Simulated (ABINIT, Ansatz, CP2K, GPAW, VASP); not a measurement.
One calculation of NbTe, 5 ways

```
Nb Te
1.0
     3.42570    0.00000    0.00000
     0.00000    3.42570    0.00000
     0.00000    0.00000    3.42570
Nb Te
1 1
Cartesian
  1.7128 1.7128 1.7128
  0.0000 0.0000 0.0000
```

The cell comes from a database or a generator and needn't be the stable form of this composition.

Alike in all runs: task single point; functional PBE; k mesh 8 × 8 × 8; occupations fermi-dirac, width 0.05 eV; no spin polarisation; no spin-orbit coupling. Pressure is positive in compression and, in plane waves, holds the error of the finite cutoff, which Ansatz's Pulay term estimates and takes out.

```csv
program and potentials,plane-wave cutoff (eV),notes,band gap (eV),pressure (GPa)
"ABINIT, JTH PAW PBE v2.0",435,9.5 valence electrons an atom on average,no gap,1.06
"VASP, PBE PAW files Nb_sv, Te, 520 eV",520,9.5 valence electrons an atom on average,no gap,-0.18
"GPAW, GPAW PAW data sets (gpaw-data 1.2.1)",600,9.5 valence electrons an atom on average,no gap,-1.03
"CP2K, POTENTIAL_UZH Nb GTH-PBE-q13, Te GTH-PBE-q6; TZVP-MOLOPT-PBE-GTH basis",-,atomic basis; 9.5 valence electrons an atom on average,no gap,2.55
"Ansatz, Ansatz PAW (earlier soft set)",420,14.5 valence electrons an atom on average,?,?
```

Question: Estimate from the other rows what the run with Ansatz, Ansatz PAW (earlier soft set) gave.

Answer: No band gap; pressure 0.03 GPa. Its pressure holds a Pulay term of +0.03 GPa. The other rows, which needn't bracket it: pressure -1.03 to 2.55.
